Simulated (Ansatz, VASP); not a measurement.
# Fe (Iron-alpha) in two plane-wave programs

Wanted: the spread between two codes on one cell, functional and k mesh. The cell is taken from a series of runs on this material, whose earlier steps may have relaxed, scaled, displaced or heated it; both programs get it as it stands.

Calculated with Ansatz 0.2.0; plane waves, with VASP 6.6.1 beside it; relaxation of cell and atoms at BLYP.

## Step 1: The structure

Symmetry: Im-3m, No. 229, cubic system. Conventional cell: a = 2.866 Å, b = 2.866 Å, c = 2.866 Å, α = 90.00°, β = 90.00°, γ = 90.00°. Nearest to Fe lie 8 Fe at 2.48 Å.

## Step 2: Ansatz: relaxation of cell and atoms, BLYP

Ansatz runs on its default PAW (the set named soft_2) files.

The relaxed volume is the usual yardstick between codes: in a stiff, nearly cubic crystal its relative difference is about their pressure difference at one cell divided by the bulk modulus.

File input.yaml:

```yaml
crystal:
  lattice:
    - [-1.43325, 1.43325, 1.43325]
    - [1.43325, -1.43325, 1.43325]
    - [1.43325, 1.43325, -1.43325]
  atoms:
    - { symbol: Fe, position: [0.0, 0.0, 0.0], spin: 4.0 }
kpoints:
  mp_grid: { grid: [40, 40, 40] }
hamiltonian:
  xc: blyp
scf:
  occupations: { method: methfessel_paxton, width: 0.25 }
output:
  forces: true
  stress: true
  eigenvalues: true
  populations: true
magnetization:
  spin_polarized: true
relax:
  adjacent_minimum: "off"
  f_tol: 0.005
  max_steps: 60
  cell: { stress_tol: 0.03 }
```

The run is started by

```bash
$ ansatz run input.yaml --threads 8 --pin off --max-ram 16384MiB --backend cpu --events-out ev --progress --plain --runs-dir out
```

Numbers of over 12 decimals in the logs are rounded to 6 here.

Log:

```text
Engine: ansatz 0.2.0, aarch64-unknown-linux-gnu
Pseudopotentials: kind: paw
Pseudopotential: Fe, paw, valence charge 16, recommended cutoff 420 eV (normal), Fe.paw.azcp
Functional definition: BLYP
  parameter beta = 0.0042
  parameter a = 0.04918
  parameter b = 0.132
  parameter c = 0.2533
  parameter d = 0.349
  exchange = b88_x(beta = beta)
  correlation = lyp_c(a = a, b = b, c = c, d = d)
Crystal: 1 atoms, lattice volume = 11.777 Å³
Basis set: ecut = 420 eV, 225 PW (Γ), exchange–correlation on 36×36×36 points (8 copies of the dense FFT grid, shifted against one another)
Bands: 14, of which v1, the nominal top of the filled ones, is band 8 counted from 1 (7 counted from 0)
Symmetry: 48 space group operations
Space group: Im-3m (ITA 229), of the structure as read, at distance tolerance 2.3e-5 Å
Magnetic group: BNS 229.140 (UNI 1642), of the structure as read, at distance tolerance 2.3e-5 Å
k-points: 1661 of 64000
Non-local potential: Fe, projectors of the file, l = 0: 3, l = 1: 2, l = 2: 3, l = 3: 1
PAW form: soft (Blöchl's): semilocal exchange-correlation on the pseudo side does not see the compensation charge
PAW frozen core: Fe, regenerated for the run's functional, and the local potential with it (the file was generated under x = pbe(κ = 0.804, μ = 0.219515), c = pbe(β = 0.066725))
PAW one-centre angular grid: Fe, 590 points (default); XC on 64 Gauss nodes
Initial density: superposition of atomic densities (chi_scale 0.1, normalization cell)
Starting moments: Σ|m| = 4 μB on 1 of 1 site
Initial wavefunctions: pseudopotential atomic-orbital guess
Functional: x = b88, c = lyp
SCF iter   1: F=—  HF=-4487.068159 eV  |F-HF|=—  |Δ(HF+E_count)|=         —  Δρ=1.06e-1 (↑1.06e-1 ↓4.61e-2)  dr2=6.47e-1  dr2_m=4.97e-1  M=2.957 μB ∫|m|=3.050 μB  β_m=0.30  ethr=3.10e-3  ⟨swp⟩=4.5  Hψ=211769  notcnv=0
Mixer restart at iter 1: flushing history
preconditioner: auto → none  [metal: Δε(μ)=0.001 eV  Ē_g=14.841 eV  σ=0.250 eV  W_gap=0.00  n_scr=0 (ndim 8)  ℏωp=30.6 eV  f_vac=0.000  D(μ)=0.83/eV (n_scr^D=12)]
SCF iter   2: F=—  HF=-4487.101596 eV  |F-HF|=—  |Δ(HF+E_count)|=   3.34e-2  Δρ=5.48e-2 (↑4.67e-2 ↓5.48e-2)  dr2=8.31e-3  dr2_m=2.74e-1  M=2.877 μB ∫|m|=2.995 μB  β_m=0.38  ethr=3.10e-3  ⟨swp⟩=2.0  Hψ=88861  notcnv=0  defer=3534
SCF iter   3: F=—  HF=-4488.029901 eV  |F-HF|=—  |Δ(HF+E_count)|=         —  Δρ=1.52e-1 (↑1.52e-1 ↓1.03e-1)  dr2=2.48e-1  dr2_m=1.73e0  M=2.154 μB ∫|m|=2.229 μB  β_m=1.00  ethr=5.19e-5  ⟨swp⟩=2.0  Hψ=89093  notcnv=0  defer=1924
Mixer restart at iter 3: flushing history
SCF iter   4: F=—  HF=-4488.954007 eV  |F-HF|=—  |Δ(HF+E_count)|=   9.24e-1  Δρ=1.64e-1 (↑1.64e-1 ↓5.56e-2)  dr2=3.56e0  dr2_m=3.54e-1  M=2.521 μB ∫|m|=2.616 μB  β_m=0.38  ethr=3.13e-4  ⟨swp⟩=2.6  Hψ=97743  notcnv=0  defer=3530
SCF iter   5: F=—  HF=-4488.409577 eV  |F-HF|=—  |Δ(HF+E_count)|=   5.44e-1  Δρ=7.57e-2 (↑7.57e-2 ↓2.14e-2)  dr2=5.85e-1  dr2_m=9.33e-2  M=2.088 μB ∫|m|=2.186 μB  β_m=0.32  ethr=3.13e-4  ⟨swp⟩=3.2  Hψ=129108  notcnv=0  defer=3648
SCF iter   6: F=—  HF=-4488.160659 eV  |F-HF|=—  |Δ(HF+E_count)|=   2.49e-1  Δρ=5.75e-3 (↑4.83e-3 ↓5.75e-3)  dr2=7.23e-3  dr2_m=1.07e-3  M=2.208 μB ∫|m|=2.312 μB  β_m=0.66  ethr=3.13e-4  ⟨swp⟩=2.0  Hψ=109227  notcnv=0  defer=2322
SCF iter   7: F=—  HF=-4488.182162 eV  |F-HF|=—  |Δ(HF+E_count)|=   2.15e-2  Δρ=5.40e-3 (↑3.38e-3 ↓5.40e-3)  dr2=6.73e-3  dr2_m=2.70e-4  M=2.187 μB ∫|m|=2.296 μB  β_m=0.57  ethr=4.52e-5  ⟨swp⟩=2.1  Hψ=67130  notcnv=0  defer=2132
SCF iter   8: F=—  HF=-4488.181516 eV  |F-HF|=—  |Δ(HF+E_count)|=   6.46e-4  Δρ=1.44e-3 (↑9.56e-4 ↓1.44e-3)  dr2=4.98e-5  dr2_m=1.48e-4  M=2.199 μB ∫|m|=2.307 μB  β_m=0.78  ethr=4.21e-5  ⟨swp⟩=1.6  Hψ=55830  notcnv=0  defer=1844
SCF iter   9: F=—  HF=-4488.181495 eV  |F-HF|=—  |Δ(HF+E_count)|=   2.09e-5  Δρ=2.34e-4 (↑1.57e-4 ↓2.34e-4)  dr2=5.83e-6  dr2_m=2.81e-6  M=2.202 μB ∫|m|=2.309 μB  β_m=0.79  ethr=3.11e-7  ⟨swp⟩=2.5  Hψ=65972  notcnv=0  defer=1853
SCF iter  10: F=—  HF=-4488.166046 eV  |F-HF|=—  |Δ(HF+E_count)|=         —  Δρ=3.97e-4 (↑3.21e-4 ↓3.97e-4)  dr2=1.34e-6  dr2_m=1.29e-5  M=2.205 μB ∫|m|=2.312 μB  β_m=0.79  ethr=3.64e-8  ⟨swp⟩=1.5  Hψ=53181  notcnv=0  defer=1844
Mixer restart at iter 10: flushing history
iteration 10: the input's own smearing fills from here on; a Gaussian of 0.25 eV has filled iterations ahead of it
SCF iter  11: F=—  HF=-4488.166051 eV  |F-HF|=—  |Δ(HF+E_count)|=   4.00e-6  S|Δr|=    0.00e0  Δρ=3.41e-4 (↑3.41e-4 ↓1.00e-4)  dr2=4.98e-6  dr2_m=5.03e-6  M=2.206 μB ∫|m|=2.313 μB  β_m=0.90  ethr=8.36e-9  ⟨swp⟩=2.1  Hψ=69517  notcnv=0  defer=1844
SCF iter  12: F=—  HF=-4488.166059 eV  |F-HF|=—  |Δ(HF+E_count)|=   8.25e-6  S|Δr|=    0.00e0  Δρ=3.95e-4 (↑3.95e-4 ↓3.12e-4)  dr2=3.72e-5  dr2_m=2.33e-7  M=2.205 μB ∫|m|=2.313 μB  β_m=0.49  ethr=8.36e-9  ⟨swp⟩=2.1  Hψ=70772  notcnv=0  defer=1844  recentre
[...]
SCF iter   1: F=—  HF=-4488.166261 eV  |F-HF|=—  |Δ(HF+E_count)|=         —  Δρ=1.38e-3 (↑1.38e-3 ↓6.06e-4)  dr2=7.73e-5  dr2_m=9.76e-5  M=2.210 μB ∫|m|=2.318 μB  β_m=0.30  ethr=4.61e-7  ⟨swp⟩=2.1  Hψ=284416  notcnv=0
preconditioner: auto → none  [metal: Δε(μ)=0.002 eV  Ē_g=14.643 eV  σ=0.250 eV  W_gap=0.01  n_scr=0 (ndim 8)  ℏωp=30.5 eV  f_vac=0.000  D(μ)=1.02/eV (n_scr^D=12)]
SCF iter   2: F=—  HF=-4488.166257 eV  |F-HF|=—  |Δ(HF+E_count)|=   3.51e-6  S|Δr|=    0.00e0  Δρ=6.67e-4 (↑5.14e-4 ↓6.67e-4)  dr2=3.44e-6  dr2_m=3.67e-5  M=2.209 μB ∫|m|=2.318 μB  β_m=0.35  ethr=4.61e-7  ⟨swp⟩=2.3  Hψ=60461  notcnv=0
SCF iter   3: F=—  HF=-4488.166263 eV  |F-HF|=—  |Δ(HF+E_count)|=   5.65e-6  S|Δr|=    0.00e0  Δρ=5.48e-4 (↑5.48e-4 ↓4.18e-4)  dr2=2.08e-6  dr2_m=2.51e-5  M=2.210 μB ∫|m|=2.319 μB  β_m=0.52  ethr=2.15e-8  ⟨swp⟩=2.1  Hψ=66521  notcnv=0
SCF iter   4: F=—  HF=-4488.166270 eV  |F-HF|=—  |Δ(HF+E_count)|=   6.81e-6  S|Δr|=    0.00e0  Δρ=1.40e-4 (↑1.16e-4 ↓1.40e-4)  dr2=5.24e-8  dr2_m=1.77e-6  M=2.212 μB ∫|m|=2.320 μB  β_m=0.80  ethr=1.30e-8  ⟨swp⟩=2.1  Hψ=67856  notcnv=0
SCF iter   5: F=—  HF=-4488.166270 eV  |F-HF|=—  |Δ(HF+E_count)|=   6.45e-7  S|Δr|=    0.00e0  Δρ=3.57e-5 (↑3.57e-5 ↓7.36e-6)  dr2=1.18e-7  dr2_m=2.98e-8  M=2.212 μB ∫|m|=2.321 μB  β_m=0.90  ethr=3.28e-10  ⟨swp⟩=5.0  Hψ=208928  notcnv=0
SCF iter   6: F=-4488.166270 eV  HF=-4488.166270 eV  |F-HF|=3.74e-9  |Δ(HF+E_count)|=   7.00e-9  S|Δr|=    0.00e0  Δρ=6.06e-6 (↑6.06e-6 ↓1.45e-6)  dr2=3.98e-9  dr2_m=6.32e-10  M=2.212 μB ∫|m|=2.321 μB  ethr=3.28e-10  ⟨swp⟩=1.8  Hψ=136473  notcnv=0
SCF 2 converged in 6 iterations: F = -4488.166270 eV  dr2 = 3.98e-9
relax step   2: F+E_penalty+E_count = -4488.16627044 eV  Δ(F+E_penalty+E_count) = -2.202e-4 eV  max|allowed force component| = 0.000e0 eV/Å  Δτ_max = 0.0000 Å  P = +0.486 GPa  Ω = 11.825 Å³  energy of the carried Pulay correction = -3.719e-5 eV  (6 SCF iters, dr2 threshold 1.00e-7 eV, accepted)
[...]
relax step   3: F+E_penalty+E_count = -4488.16629554 eV  Δ(F+E_penalty+E_count) = -2.511e-5 eV  max|allowed force component| = 0.000e0 eV/Å  Δτ_max = 0.0000 Å  P = +0.007 GPa  Ω = 11.858 Å³  energy of the carried Pulay correction = -6.218e-5 eV  (5 SCF iters, dr2 threshold 1.00e-7 eV, accepted)
[...]
relax step   4: F+E_penalty+E_count = -4488.16636090 eV  Δ(F+E_penalty+E_count) = -6.536e-5 eV  max|allowed force component| = 0.000e0 eV/Å  Δτ_max = 0.0000 Å  P = +0.018 GPa  Ω = 11.858 Å³  stress off target by 1.81e-2 GPa  SCF on the basis re-selected at this cell (its energy is not comparable with the rows above)  (6 SCF iters)
basis re-selected at this cell: Δ(F+E_penalty+E_count) = -6.536e-5 eV, ΔP = +0.011 GPa vs the last step (what re-selecting the basis moved, of the pressure what is left beyond the Pulay correction that the steps carried, after the strain that the cell walked since its last selection, with what the two solves' SCF thresholds leave and, on support functions, any second-order correction that the steps lacked; it is no measure of the basis error at this ecutwfc). This SCF's stress stands 1.81e-2 GPa from its target on what of the cell is left free (relax.cell.stress_tol is 3.00e-2 GPa) and its largest allowed force component is 0.00e0 eV/Å (relax.f_tol is 5.00e-3 eV/Å): [rest of the remark cut]
SCF converged after 6 iterations
Stability not checked: this state was not tested for a lower state beside it, because cold or Methfessel-Paxton smearing, or corrected tetrahedra, fill the levels in a way that the test cannot read (fill_not_monotonic; see scf.lower_state_search)
Magnetization: 2.2164 μB (9.1082 up, 6.8918 down)
Absolute magnetization: 2.3255 μB (∫|ρ↑−ρ↓|, with the PAW one-centre terms)
Spin contamination: 0.0370 ħ² per cell (⟨S²⟩ above its minimum at these occupations)
Per-site moments (μB) at R_I (Å): [(2.260489, 1.026371)]
Free energy (F): -4488.166361 eV
Harris-Foulkes:  -4488.166361 eV  (|F-HF|=9.09e-13)
Internal energy: -4488.165812 eV  (E = F + TS)
E sigma→0 (E₀):  -4488.166224 eV
Entropy (-TS):   -0.000548 eV (-0.548 meV/atom)
Fermi energy:    18.031561 eV
--- Per-component energies (eV) ---
  E_band       = -216.997042
  E_kinetic    = 350.392669
  E_local      = -2120.391028  (includes V_loc(G=0)·N_el)
  E_nonlocal   = 217.555196
  E_hartree    = 891.413406
  E_xc         = -115.785755
  E_vxc        = -148.743978  (∫ρ·V_xc dr)
  E_paw        = -1376.710987  (= ΣΔE_a)
  E_vpaw       = -298.637519  (= ΣTr[D̂ρ^β])
  E_aug_tail   = 0.000808  (compensation charges beyond the density's cutoff)
  E_ewald      = -2334.650070
  E_core_change = 0.009949  (= ΣΔE_core)
  E_smearing   = -0.000548  (= −TS)
  E_closure    = -0.000000  (closes the sum)
  Σ components = -4488.166361   (vs F -4488.166361, Δ=0.00e0)
--- Forces (eV/Å), atoms counted from 1 ---
  atom   1  Fe    -0.00000000     0.00000000     0.00000000
  max |Σ_I F_I| component: 1.97e-31 eV/Å
--- Stress (GPa, compression-positive) ---
        0.018055      -0.000000       0.000000
       -0.000000       0.018055      -0.000000
        0.000000       0.000000       0.018055
  P = ⅓ Tr σ = 0.0181 GPa (0.181 kbar)
--- Band table (eV; the first three rows and the last of 3322) ---
  k-point 0 ↑: bands = [... 4 lower, 9.9200, 15.8208, 15.8208, 15.8208, 16.9764, 16.9764, 42.3126, 42.3126, ... 2 higher]
  k-point 1 ↑: bands = [... 4 lower, 9.9453, 15.8141, 15.8206, 15.8341, 16.9694, 16.9769, 42.1454, 42.2831, ... 2 higher]
  k-point 2 ↑: bands = [... 4 lower, 10.0210, 15.7943, 15.8196, 15.8738, 16.9494, 16.9785, 41.6747, 42.1862, ... 2 higher]
  k-point 1660 ↓: bands = [... 4 lower, 15.2771, 15.2771, 20.2715, 20.2715, 20.2715, 27.9292, 27.9292, 27.9292, ... 2 higher]
--- Relaxed structure (3 steps of the walk, 3 accepted, 1 SCFs on fresh bases) ---
  F+E_penalty+E_count = -4488.16636090 eV   max|allowed force component| = 0.000e0 eV/Å   (the final SCF, on the basis selected at the relaxed cell)
  cell:  # Å, volume = 11.8582 Å³
    - [-1.436547, 1.436547, 1.436547]
    - [1.436547, -1.436547, 1.436547]
    - [1.436547, 1.436547, -1.436547]
  atoms:
    - { symbol: Fe, position: [0.0, 0.0, 0.0] }
--- Löwdin populations: 1 site ---
  site symbol       q [e]    m [muB]
     0     Fe     15.7993     2.2797
  spilling = 0.012542 (of n_electrons = 16.000000)
```

[end of part 1 of 2]

[Lines on the potential files, build, host, timing and source positions are cut from VASP's logs without a mark.]

[Logs are printed without paths, hosts, clocks, repeated set-up lines and the standing remarks that a program may print on its own settings, such as how far it seeks lower states.]

[Hosts, paths, dates, database ids (printed as entryN), source tags and the programs' standing remarks are cut or masked in the printed files.]
